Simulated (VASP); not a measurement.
Consider the following.

```
GaSb
1.0
    0.00000     3.11100     3.11100
    3.11100     0.00000     3.11100
    3.11100     3.11100     0.00000
Ga Sb
1 1
Direct
  0.00000   0.00000   0.00000
  0.25000   0.25000   0.25000
```

All values below come from PBE GGA, VASP's PBE PAW potentials (set 64) (plane waves; VASP). Run with 400 eV cut-off, 7×7×7 Monkhorst-Pack mesh, Gaussian smearing of 0.050 eV, potentials Ga_d Sb.

Gaps are read on the run's mesh, which can miss a band edge. Unless said otherwise, spin-orbit coupling is left out, though it shifts the bands of the heavy elements here.

### Question
Predict the energy per atom (σ→0), band gap (on the k-mesh) with the smallest direct gap where there is one.

### Answer

```yaml
band gap (on the k-mesh): none (metal, semimetal or under 0.01 eV)
energy per atom (σ→0): -3.679 eV/atom
```

The absolute energy has meaning only against runs of the same code, potentials and settings.

The compound is GaSb in the zinc blende structure. The cell was not relaxed at this level. The run is one of a series of settings (KPOINTS 7×7×7 Monkhorst-Pack mesh against the base run), some of them coarse on purpose.
